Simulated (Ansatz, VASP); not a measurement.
**Cross-check of Tl2Se between VASP and Ansatz**

Aim: how closely do two programs agree when they are given the same cell, functional and k mesh? The cell is generated by rule, not measured, and may not be a known phase. The cell is taken from a series of VASP runs on this material, whose earlier steps may have relaxed, scaled or displaced it; both programs get it as it stands.

Calculated with Ansatz 0.2.0; plane waves, with VASP 6.6.1 beside it; band structure at PBEsol, spin-orbit coupling.

The structure was built from a prototype and need not be the compound's stable phase.

## 1. The structure

Symmetry: Fm-3m, No. 225, cubic system. Conventional cell: a = 6.375 Å, b = 6.375 Å, c = 6.375 Å, α = 90.00°, β = 90.00°, γ = 90.00°. Se has 8 Tl at 2.76 Å nearest. Nearest to Tl lie 4 Se at 2.76 Å. Farther neighbours and most contacts between anions are not listed.

Structure file:

```xyz
3
Lattice="0.0000 3.1874 3.1874 3.1874 0.0000 3.1874 3.1874 3.1874 0.0000" Properties=species:S:1:pos:R:3 pbc="T T T"
Se    0.0000    0.0000    0.0000
Tl    1.5937    1.5937    1.5937
Tl    4.7812    4.7812    4.7812
```

## 2. VASP: band structure, PBEsol, spin-orbit coupling

With cell and atoms fixed, the geometry can't cause a difference; cores, projectors, grids and the points listed under the comparison can.

Lines of VASP's logs that name or quote its potential files are left out, and so is its time.

Contents of INCAR:

```
SYSTEM = Tl2Se
PREC = Accurate
ENCUT = 400
EDIFF = 1E-06
NELM = 100
ISMEAR = 0
SIGMA = 0.02
LREAL = .FALSE.
ALGO = Normal
GGA = PS
LNONCOLLINEAR = .TRUE.
MAGMOM = 0 0 0 0 0 0 0 0 0
NBANDS = 44
GGA_COMPAT = .FALSE.
LASPH = .TRUE.
LSORBIT = .TRUE.
LORBIT = 11
LWAVE = .FALSE.
LCHARG = .FALSE.
KPAR = 4
ISIF = 2
```

Contents of POSCAR:

```
Tl2Se
1.0
    0.0000000000      3.1874400000      3.1874400000
    3.1874400000      0.0000000000      3.1874400000
    3.1874400000      3.1874400000      0.0000000000
Se Tl
1 2
Direct
    0.0000000000      0.0000000000      0.0000000000
    0.2500000000      0.2500000000      0.2500000000
    0.7500000000      0.7500000000      0.7500000000
```

Contents of KPOINTS:

```
Automatic mesh
0
Gamma
8 8 8
0 0 0
```

Contents of KPOINTS_OPT:

```
Line mode
16
Line-mode
Reciprocal
  0.00000000   0.00000000   0.00000000 GAMMA
  0.50000000   0.00000000   0.50000000 X

  0.50000000   0.00000000   0.50000000 X
  0.50000000   0.25000000   0.75000000 W

  0.50000000   0.25000000   0.75000000 W
  0.37500000   0.37500000   0.75000000 K

  0.37500000   0.37500000   0.75000000 K
  0.00000000   0.00000000   0.00000000 GAMMA

  0.00000000   0.00000000   0.00000000 GAMMA
  0.50000000   0.50000000   0.50000000 L

  0.50000000   0.50000000   0.50000000 L
  0.62500000   0.25000000   0.62500000 U

  0.62500000   0.25000000   0.62500000 U
  0.50000000   0.25000000   0.75000000 W

  0.50000000   0.25000000   0.75000000 W
  0.50000000   0.50000000   0.50000000 L

  0.50000000   0.50000000   0.50000000 L
  0.37500000   0.37500000   0.75000000 K

  0.62500000   0.25000000   0.62500000 U
  0.50000000   0.00000000   0.50000000 X
```

Potentials, in the order of the species: Se and Tl_d (PBE family, release 64).

The run is started by

```sh
$ mpirun -np 4 vasp_ncl
```

Numbers of over 12 decimals in the logs are rounded to 6 here.

Output:

```text
[banner, memory and clock lines left out]
running    4 mpi-ranks, on    1 nodes
 distrk:  each k-point on    1 cores,    4 groups
 distr:  one band on    1 cores,    1 groups

 POSCAR found type information on POSCAR SeTl
 POSCAR found :  2 types and       3 ions
|                                                                             |
|               ----> ADVICE to this user running VASP <----                  |
|                                                                             |
|     You enforced a specific xc type in the INCAR file but a different       |
|     [... a line on the potential file left out ...]
|     I HOPE YOU KNOW WHAT YOU ARE DOING!                                     |
|                                                                             |

 LDA part: xc-table for (Slater+PW92), standard interpolation
 POSCAR, INCAR and KPOINTS ok, starting setup
 FFT: planning ... GRIDC
 FFT: planning ... GRID_SOFT
 FFT: planning ... GRID
 WAVECAR not read
 entering main loop
       N       E                     dE             d eps       ncg     rms          rms(c)
DAV:   1     0.169879045828E+03    0.16988E+03   -0.14439E+04  2552   0.113E+03
DAV:   2    -0.150490179615E+01   -0.17138E+03   -0.16453E+03  2872   0.290E+02
DAV:   3    -0.834321891011E+01   -0.68383E+01   -0.66407E+01  2928   0.489E+01
DAV:   4    -0.842321178868E+01   -0.79993E-01   -0.79685E-01  2840   0.509E+00
DAV:   5    -0.842413295116E+01   -0.92116E-03   -0.92110E-03  2856   0.603E-01    0.126E+01
DAV:   6    -0.822784656248E+01    0.19629E+00   -0.25941E-01  2716   0.496E+00    0.812E+00
DAV:   7    -0.821714871946E+01    0.10698E-01   -0.16678E-01  2732   0.287E+00    0.207E+00
DAV:   8    -0.821130409029E+01    0.58446E-02   -0.21848E-02  2660   0.120E+00    0.935E-01
DAV:   9    -0.821150270141E+01   -0.19861E-03   -0.47981E-03  2740   0.378E-01    0.108E-01
DAV:  10    -0.821137137020E+01    0.13133E-03   -0.54660E-04  2700   0.216E-01    0.383E-02
DAV:  11    -0.821138444721E+01   -0.13077E-04   -0.75237E-05  2748   0.466E-02    0.215E-02
DAV:  12    -0.821138442260E+01    0.24602E-07   -0.86053E-06  2804   0.203E-02
   1 F= -.82113844E+01 E0= -.82112791E+01  d E =-.210658E-03  mag=     0.0000     0.0000     0.0000
 Start KPOINTS_OPT (optional k-point list driver)
k-point batch [1-29\160]
       N       E                     dE             ncg
DAV:   1     0.394552455717E+04   -0.13519E+05     2552
DAV:   2    -0.991316816348E+03   -0.49368E+04     2868
DAV:   3    -0.117656838382E+04   -0.18525E+03     2976
DAV:   4    -0.117843458157E+04   -0.18662E+01     2856
DAV:   5    -0.117846031791E+04   -0.25736E-01     2916
DAV:   6    -0.117846090603E+04   -0.58812E-03     2912
DAV:   7    -0.117846092365E+04   -0.17623E-04     2828
DAV:   8    -0.117846092417E+04   -0.52092E-06     1972
[...]
k-point batch [146-160\160]
       N       E                     dE             ncg
DAV:   1     0.134012308338E+05   -0.11160E+05     1320
DAV:   2     0.108268302925E+05   -0.25744E+04     1516
DAV:   3     0.107398845673E+05   -0.86946E+02     1552
DAV:   4     0.107391177217E+05   -0.76685E+00     1480
DAV:   5     0.107391057186E+05   -0.12003E-01     1504
DAV:   6     0.107391054147E+05   -0.30394E-03     1512
DAV:   7     0.107391054055E+05   -0.91770E-05     1488
DAV:   8     0.107391054053E+05   -0.24512E-06      976
```

Parts of OUTCAR (step 2):

```text
ion  position               nearest neighbor table
   1  0.000  0.000  0.000-   3 2.76   3 2.76   3 2.76   2 2.76   3 2.76   2 2.76   2 2.76   2 2.76

  LATTYP: Found a face centered cubic cell.
 ALAT       =     6.3748800000

 Subroutine GETGRP returns: Found 48 space group operations
 (whereof 48 operations were pure point group operations)

The static configuration has the point symmetry O_h .

 Found     29 irreducible k-points:

   k-points           NKPTS =     29   k-points in BZ     NKDIM =     29   number of bands    NBANDS=     44

   dimension x,y,z NGX =    30 NGY =   30 NGZ =   30
   dimension x,y,z NGXF=    60 NGYF=   60 NGZF=   60

   ENCUT  =  400.0 eV  29.40 Ry    5.42 a.u.   7.35  7.35  7.35*2*pi/ulx,y,z

   NELECT =      32.0000    total number of electrons

 k-points in reciprocal lattice and weights: Automatic mesh
   0.00000000  0.00000000  0.00000000       0.002
   0.12500000  0.00000000  0.00000000       0.016
   0.25000000  0.00000000  0.00000000       0.016
   0.37500000  0.00000000  0.00000000       0.016
   0.50000000  0.00000000  0.00000000       0.008
   0.12500000  0.12500000  0.00000000       0.012
   0.25000000  0.12500000  0.00000000       0.047
   0.37500000  0.12500000  0.00000000       0.047
   0.50000000  0.12500000  0.00000000       0.047
[...]
-0.37500000  0.50000000  0.12500000       0.023
  -0.25000000  0.50000000  0.25000000       0.012

 average (electrostatic) potential at core
       1 -50.7354       2 -81.0498       3 -81.0498

 E-fermi :   8.7715

 k-point     1 :       0.0000    0.0000    0.0000
  band No.  band energies     occupation
    ...
     30       5.7690      1.00000
     31       6.9983      1.00000
     32       6.9983      1.00000
     33       7.4533      1.00000
     34       7.4533      1.00000
     35       9.0899      0.00000
     36       9.0899      0.00000
     37       9.0899      0.00000
     38       9.0899      0.00000
     39      13.7092      0.00000
    ...

 k-point     2 :       0.1250    0.0000    0.0000
  band No.  band energies     occupation
    ...
     30       5.5728      1.00000
     31       6.6823      1.00000
     32       6.6823      1.00000
     33       8.1968      1.00000
     34       8.1968      1.00000
     35       9.4252      0.00000
     36       9.4252      0.00000
     37      10.3107      0.00000
     38      10.3107      0.00000
     39      13.4249      0.00000
    ...

 k-point     3 :       0.2500    0.0000    0.0000
  band No.  band energies     occupation
    ...
     28       4.9774      1.00000
     29       5.2095      1.00000
     30       5.2095      1.00000
     31       7.6972      1.00000
     32       7.6972      1.00000
     33       8.9460      0.00000
     34       8.9460      0.00000
     35      10.0163      0.00000
     36      10.0163      0.00000
     37      11.2812      0.00000
    ...

  Total       12.3588055     12.3588055     12.3588055      0.0000000     -0.0000000      0.0000000
  in kB      305.7250542    305.7250542    305.7250542      0.0000000     -0.0000000      0.0000000
  external PRESSURE =     305.7250542 kB  Pullay stress =       0.0000000 kB

  energy-cutoff  :      400.00
  volume of cell :       64.77
      direct lattice vectors                 reciprocal lattice vectors
     0.000000000  3.187440000  3.187440000    -0.156865698  0.156865698  0.156865698
     3.187440000  0.000000000  3.187440000     0.156865698 -0.156865698  0.156865698
     3.187440000  3.187440000  0.000000000     0.156865698  0.156865698 -0.156865698

 POSITION                                       TOTAL-FORCE (eV/Angst)
 -----------------------------------------------------------------------------------
      0.00000      0.00000      0.00000         0.000000     -0.000000      0.000000
      1.59372      1.59372      1.59372         0.000000      0.000000     -0.000000
      4.78116      4.78116      4.78116        -0.000000     -0.000000     -0.000000
 -----------------------------------------------------------------------------------
    total drift:                                0.000000      0.000000      0.000000

  FREE ENERGIE OF THE ION-ELECTRON SYSTEM (eV)
  ---------------------------------------------------
  free  energy   TOTEN  =        -8.2113844226 eV

  energy  without entropy=       -8.2111737645  energy(sigma->0) =       -8.21127909

 Spin-Orbit-Coupling matrix elements
 Ion:    1  E_soc:     -0.0582175
 Ion:    2  E_soc:     -0.6315959
 Ion:    3  E_soc:     -0.6315959

 total charge
# of ion       s       p       d       tot
------------------------------------------
    1        1.548   2.277   0.086   3.912
    2        1.224   0.537   9.671  11.433
    3        1.224   0.537   9.671  11.433
--------------------------------------------------
tot          3.997   3.352  19.429  26.778

 magnetization (x)
# of ion       s       p       d       tot
------------------------------------------
    1        0.000   0.000   0.000   0.000
    2        0.000   0.000  -0.000  -0.000
    3        0.000   0.000  -0.000  -0.000
--------------------------------------------------
tot          0.000   0.000  -0.000  -0.000

 magnetization (y)
# of ion       s       p       d       tot
------------------------------------------
    1        0.000   0.000   0.000   0.000
    2        0.000   0.000   0.000   0.000
    3        0.000   0.000   0.000   0.000
--------------------------------------------------
tot          0.000   0.000   0.000   0.000

 magnetization (z)
# of ion       s       p       d       tot
------------------------------------------
    1        0.000  -0.000   0.000  -0.000
    2        0.000   0.000   0.000   0.000
    3        0.000   0.000   0.000   0.000
--------------------------------------------------
tot          0.000  -0.000   0.000   0.000

[... 3 further parts left out ...]
```

The run ends at a pressure of 30.57 GPa.

[end of part 1 of 2]

[Lines on the potential files, build, host, timing and source positions are cut from VASP's logs without a mark.]

[Logs are printed without paths, hosts, clocks, repeated set-up lines and the standing remarks that a program may print on its own settings, such as how far it seeks lower states.]

[Hosts, paths, dates, database ids (printed as entryN), source tags and the programs' standing remarks are cut or masked in the printed files.]
